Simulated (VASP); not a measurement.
OSZICAR of a VASP run on Mo (relaxed from the omega structure, space group P6/mmm):

File OSZICAR:
```
       N       E                     dE             d eps       ncg     rms          rms(c)
DAV:   1     0.352598042638E+03    0.35260E+03   -0.23551E+04  2408   0.149E+03
DAV:   2    -0.827876515162E+02   -0.43539E+03   -0.43123E+03  2734   0.496E+02
DAV:   3    -0.956298627851E+02   -0.12842E+02   -0.12401E+02  3205   0.759E+01
DAV:   4    -0.957570339365E+02   -0.12717E+00   -0.12690E+00  2592   0.761E+00
DAV:   5    -0.957593097923E+02   -0.22759E-02   -0.22746E-02  3259   0.859E-01    0.302E+01
DAV:   6    -0.782401424669E+02    0.17519E+02   -0.11203E+01  2438   0.328E+01    0.410E+00
DAV:   7    -0.752337913442E+02    0.30064E+01   -0.28408E+00  2671   0.106E+01    0.273E+00
DAV:   8    -0.767926494363E+02   -0.15589E+01   -0.17768E+00  2846   0.744E+00    0.186E+00
DAV:   9    -0.776633348242E+02   -0.87069E+00   -0.40680E-01  2751   0.627E+00    0.497E-01
DAV:  10    -0.768687000681E+02    0.79463E+00   -0.31414E-01  2419   0.539E+00    0.276E-01
DAV:  11    -0.768557012405E+02    0.12999E-01   -0.98187E-03  2960   0.838E-01    0.263E-01
DAV:  12    -0.768610334954E+02   -0.53323E-02   -0.90620E-03  2744   0.809E-01    0.256E-01
DAV:  13    -0.768666142632E+02   -0.55808E-02   -0.20757E-02  2454   0.132E+00    0.118E-01
DAV:  14    -0.768697816312E+02   -0.31674E-02   -0.80270E-04  2720   0.254E-01    0.108E-01
DAV:  15    -0.768692527708E+02    0.52886E-03   -0.33677E-04  3024   0.146E-01    0.287E-02
DAV:  16    -0.768698865985E+02   -0.63383E-03   -0.15678E-04  2506   0.107E-01    0.180E-02
DAV:  17    -0.768698811764E+02    0.54221E-05   -0.14142E-05  2527   0.272E-02    0.341E-03
DAV:  18    -0.768699018244E+02   -0.20648E-04   -0.53421E-06  2194   0.203E-02    0.206E-03
DAV:  19    -0.768699002447E+02    0.15797E-05   -0.78947E-07  1289   0.935E-03    0.115E-03
DAV:  20    -0.768699030958E+02   -0.28511E-05   -0.83834E-08  1299   0.262E-03    0.112E-03
DAV:  21    -0.768699019565E+02    0.11393E-05   -0.78180E-08  1297   0.261E-03    0.855E-04
DAV:  22    -0.768699011623E+02    0.79413E-06   -0.45832E-08  1285   0.185E-03
   1 F= -.76869901E+02 E0= -.76869014E+02  d E =-.768699E+02
```

Question: Which electronic solver shows in the log?

Answer: It is blocked Davidson (ALGO = Normal, or the opening steps of other solvers). The INCAR had ALGO = Normal.

Question: Can the final energy be trusted as converged?

Answer: Self-consistency was reached. It stopped with EDIFF = 1E-6, NELM = 100, NSW = 60 and EDIFFG = -0.02 after 1 ionic step (r2SCAN meta-GGA, plane waves, VASP's PBE PAW potentials (set 64)).

The structure was generated: Mo was put into the omega type (P6/mmm), which need not be its known phase. It was relaxed first. The start is the result of an earlier pass.
